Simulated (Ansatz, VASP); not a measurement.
# Cross-check of SnSeS between VASP and Ansatz, part 2 of 2

One calculation is typed for both programs; each brings its own data sets. How far apart do they land? Of the first pair: The cell is taken from a series of runs on this material, whose earlier steps may have relaxed, scaled, displaced or heated it; both programs get it as it stands.

VASP 6.6.1 and Ansatz 0.2.0.

So far. Step 2 (VASP: single point, PBEsol, pair 1): The run ends at a pressure of -1.01 GPa, with forces up to 0.63 eV/Å.

## (6) VASP: single point, PBEsol, start cell, pair 2

Level of this step: PBEsol; plane waves and PAW (Sn_d, S, Se) (VASP).

The same cell, functional, mesh and smearing now go to VASP, with its own data sets.

INCAR

```
SYSTEM = SnSeS
PREC = Accurate
ENCUT = 400
EDIFF = 1E-06
NELM = 120
ISMEAR = 0
SIGMA = 0.02
LREAL = .FALSE.
ALGO = Normal
GGA = PS
NBANDS = 19
LORBIT = 11
LWAVE = .FALSE.
LCHARG = .FALSE.
ISIF = 2
LDIPOL = .TRUE.
IDIPOL = 3
DIPOL = 0.5 0.5 0.332
LVHAR = .TRUE.
LASPH = .TRUE.
GGA_COMPAT = .FALSE.
EFERMI = MIDGAP
NELMDL = -8
KPAR = 2
```

POSCAR

```
SnSeS
1.0
    3.6127962504      0.0000000000      0.0000000000
   -1.8063981252      3.1287733315      0.0000000000
    0.0000000000      0.0000000000     30.0000000000
Sn S Se
1 1 1
Direct
    0.0000000000      0.0000000000      0.3339299667
    0.3333333333      0.6666666667      0.3832194000
    0.6666666667      0.3333333333      0.2795173333
```

KPOINTS

```
Automatic mesh
0
Gamma
9 9 1
0 0 0
```

Potentials, in the order of the species: Sn_d, S and Se (PBE family, release 64).

Command:

```
> mpirun -np 2 vasp_std
```

Numbers of over 12 decimals in the logs are rounded to 6 here.

Log:

```text
[banner, memory and clock lines left out]
running    2 mpi-ranks, on    1 nodes
[...]
[... a notice as in an earlier step ...]

 LDA part: xc-table for (Slater+PW92), standard interpolation
 POSCAR, INCAR and KPOINTS ok, starting setup
[...]
entering main loop
       N       E                     dE             d eps       ncg     rms          rms(c)
DAV:   1     0.167115180393E+03    0.16712E+03   -0.96380E+03   552   0.858E+02
DAV:   2     0.568435398527E+01   -0.16143E+03   -0.15662E+03   624   0.214E+02
DAV:   3    -0.133171230570E+02   -0.19001E+02   -0.18942E+02   578   0.869E+01
DAV:   4    -0.138501071712E+02   -0.53298E+00   -0.53240E+00   652   0.176E+01
[...]
DAV:  24    -0.134762292614E+02   -0.24562E-05   -0.41926E-08   458   0.729E-04    0.623E-04
DAV:  25    -0.134762308195E+02   -0.15581E-05   -0.27032E-08   499   0.565E-04    0.172E-04
DAV:  26    -0.134762312340E+02   -0.41448E-06   -0.32037E-09   456   0.241E-04
   1 F= -.13476231E+02 E0= -.13476231E+02  d E =-.112206-175
```

OUTCAR, selected parts (step 6):

```text
  Total        2.3176234      2.3176234      0.4795232     -0.0000000      0.0000000      0.0000000
  in kB       10.9500127     10.9500127      2.2655905     -0.0000000      0.0000000      0.0000000
  external PRESSURE =       8.0552053 kB  Pullay stress =       0.0000000 kB

 POSITION                                       TOTAL-FORCE (eV/Angst)
 -----------------------------------------------------------------------------------
      0.00000      0.00000     10.01790        -0.000000     -0.000000      0.020667
     -0.00000      2.08585     11.49658        -0.000000     -0.000000      0.152551
      1.80640      1.04292      8.38552         0.000000      0.000000     -0.173217
 -----------------------------------------------------------------------------------
    total drift:                               -0.000000     -0.000000      0.000360

  FREE ENERGIE OF THE ION-ELECTRON SYSTEM (eV)
  ---------------------------------------------------
  free  energy   TOTEN  =       -13.4762312340 eV

  energy  without entropy=      -13.4762312340  energy(sigma->0) =      -13.47623123

[... 3 further parts left out ...]
[key lines of the parts left out:]
E-fermi :  -3.1548
```

The run ends at a pressure of 0.81 GPa, with forces up to 0.17 eV/Å.

## (7) Differences

What differs besides the data sets and the points named for the pairs above, as far as they apply: the data sets hold 36 valence electrons in Ansatz (on its PAW soft_1 files) and 26 in VASP. Total energies have different zeros and are not compared.

Forces (eV/Å; atoms numbered as in POSCAR):

```
atom        Ansatz x, y, z          VASP x, y, z
 Sn1   0.000, 0.000, 0.002   0.000, 0.000, 0.021
  S2   0.000, 0.000, 0.146   0.000, 0.000, 0.153
 Se3  0.000, 0.000, -0.148  0.000, 0.000, -0.173
```

The forces differ by 11 meV/Å r.m.s., which is 13.8 % of the r.m.s. force of 0.077 eV/Å (both taken over all components). With vacuum in the cell, a pressure given here is an average over mostly empty space and none of the material.

## (8) Ansatz: relaxation, PBEsol

The two programs are compared at the cell with which this relaxation starts, whose forces are those of its first step.

The structure compared here is the start of the Ansatz relaxation; VASP solves that cell, so the two are compared at the walk's first step.

input.yaml

```yaml
crystal:
  lattice:
    - [3.7990228611, 0.0, 0.0]
    - [-1.8995114306, 3.2900503073, 0.0]
    - [0.0, 0.0, 30.0]
  atoms:
    - { symbol: Sn, position: [0.0, 0.0, 0.333923009] }
    - { symbol: S, position: [0.3333333333, 0.6666666667, 0.3819394936] }
    - { symbol: Se, position: [0.6666666667, 0.3333333333, 0.2808041643] }
  periodic: [true, true, false]
kpoints:
  mp_grid: { grid: [9, 9, 1] }
hamiltonian:
  xc: pbesol
  pseudopotentials: { kind: paw, azcp: { folder: soft_1 }, xc_functional: pbe }
scf:
  occupations: { method: gaussian, width: 0.02 }
output:
  forces: true
  stress: true
  eigenvalues: true
relax:
  adjacent_minimum: "off"
  f_tol: 0.001
  max_steps: 60
```

Command:

```
> ansatz run input.yaml --threads 8 --pin off --max-ram 16384MiB --backend cpu --events-out ev --progress --plain --runs-dir out
```

Log:

```text
[...]
Crystal: 3 atoms, lattice volume = 374.969 Å³
Basis set: ecut = 420 eV, 7313 PW (Γ), exchange–correlation on 54×54×432 points (8 copies of the dense FFT grid, shifted against one another)
Bands: 22, of which v1, the nominal top of the filled ones, is band 18 counted from 1 (17 counted from 0)
Symmetry: 6 space group operations
[...]
--- Relaxed structure (4 steps of the walk, 3 accepted, 0 SCFs on fresh bases) ---
  F+E_penalty+E_count = -12259.99853874 eV   max|allowed force component| = 3.848e-4 eV/Å
  cell:  # Å, volume = 374.9693 Å³
    - [3.799023, 2.8867516932465706e-11, 0.0]
    - [-1.899511, 3.290050, 0.0]
    - [0.0, 0.0, 30.0]
  atoms:
    - { symbol: Sn, position: [0, 0, 0.333921] }
    - { symbol: S, position: [0.333333, 0.666667, 0.381501] }
    - { symbol: Se, position: [0.666667, 0.333333, 0.281245] }
[key lines of the parts left out:]
SCF converged after 4 iterations
Free energy (F): -12259.998539 eV
Fermi energy:    -5.841930 eV
P = ½ c Tr σ = -1.5567 N/m
```

## (9) VASP: single point, PBEsol, start cell, pair 3

The same cell, functional, mesh and smearing now go to VASP, with its own data sets.

INCAR is that of step 6.

POSCAR

```
SnSeS
1.0
    3.7990228611      0.0000000000      0.0000000000
   -1.8995114306      3.2900503073      0.0000000000
    0.0000000000      0.0000000000     30.0000000000
Sn S Se
1 1 1
Direct
    0.0000000000      0.0000000000      0.3339230000
    0.3333333333      0.6666666667      0.3819395000
    0.6666666667      0.3333333333      0.2808041667
```

KPOINTS is that of step 6.

Command:

```
> mpirun -np 2 vasp_std
```

Log:

```text
[... set-up lines as in an earlier step ...]
 entering main loop
       N       E                     dE             d eps       ncg     rms          rms(c)
DAV:   1     0.166232567133E+03    0.16623E+03   -0.94914E+03   552   0.844E+02
DAV:   2     0.672357085224E+01   -0.15951E+03   -0.15579E+03   583   0.213E+02
DAV:   3    -0.133822693722E+02   -0.20106E+02   -0.20053E+02   580   0.853E+01
DAV:   4    -0.138969648262E+02   -0.51470E+00   -0.51370E+00   626   0.169E+01
[...]
DAV:  22    -0.135175334469E+02   -0.47967E-05   -0.79888E-08   504   0.105E-03    0.981E-04
DAV:  23    -0.135175359653E+02   -0.25184E-05   -0.56865E-08   497   0.129E-03    0.280E-04
DAV:  24    -0.135175367098E+02   -0.74447E-06   -0.69745E-09   455   0.369E-04
   1 F= -.13517537E+02 E0= -.13517537E+02  d E =0.000000E+00
```

OUTCAR, selected parts (step 9):

```text
  Total       -1.3744155     -1.3744155     -0.3666260      0.0000000      0.0000000     -0.0000000
  in kB       -5.8726340     -5.8726340     -1.5665279      0.0000000      0.0000000     -0.0000000
  external PRESSURE =      -4.4372653 kB  Pullay stress =       0.0000000 kB

 POSITION                                       TOTAL-FORCE (eV/Angst)
 -----------------------------------------------------------------------------------
      0.00000      0.00000     10.01769        -0.000000      0.000000      0.004988
     -0.00000      2.19337     11.45819        -0.000000      0.000000     -0.114352
      1.89951      1.09668      8.42413         0.000000     -0.000000      0.109364
 -----------------------------------------------------------------------------------
    total drift:                               -0.000000      0.000000      0.001548

  FREE ENERGIE OF THE ION-ELECTRON SYSTEM (eV)
  ---------------------------------------------------
  free  energy   TOTEN  =       -13.5175367098 eV

  energy  without entropy=      -13.5175367098  energy(sigma->0) =      -13.51753671

[... 1 part as in an earlier step ...]

[... 2 further parts left out ...]
[key lines of the parts left out:]
E-fermi :  -3.7675
```

The run ends at a pressure of -0.44 GPa, with forces up to 0.11 eV/Å.

## (10) Differences

What differs besides the data sets and the points named for the pairs above, as far as they apply: the data sets hold 36 valence electrons in Ansatz (on its PAW soft_1 files) and 26 in VASP. Total energies have different zeros and are not compared.

Forces (eV/Å; atoms numbered as in POSCAR):

```
atom        Ansatz x, y, z          VASP x, y, z
 Sn1  0.000, 0.000, -0.006   0.000, 0.000, 0.005
  S2  0.000, 0.000, -0.122  0.000, 0.000, -0.114
 Se3   0.000, 0.000, 0.128   0.000, 0.000, 0.109
```

The forces differ by 7.5 meV/Å r.m.s., which is 14.1 % of the r.m.s. force of 0.053 eV/Å (both taken over all components). With vacuum in the cell, a pressure given here is an average over mostly empty space and none of the material.

## (11) What came out

```
r.m.s. force difference (single point, PBEsol, pair 1)             : 3.0 % of the r.m.s. force
r.m.s. force difference (single point, PBEsol, start cell, pair 2) : 11 meV/Å
r.m.s. force difference (single point, PBEsol, start cell, pair 3) : 7.5 meV/Å
```

In words: The r.m.s. force difference is 3.0 % of the r.m.s. force (single point, PBEsol, pair 1), at about the 3 % picked in this series as the mark of a large difference. The data sets hold unlike numbers of valence electrons (36 in Ansatz and 26 in VASP), so part of the differences comes from the potentials. 12 further runs of this series are not shown here. How closely two codes agree says nothing of how well the functional describes the real material.

[Lines on the potential files, build, host, timing and source positions are cut from VASP's logs without a mark.]

[Logs are printed without paths, hosts, clocks, repeated set-up lines and the standing remarks that a program may print on its own settings, such as how far it seeks lower states.]

[Hosts, paths, dates, database ids (printed as entryN), source tags and the programs' standing remarks are cut or masked in the printed files.]
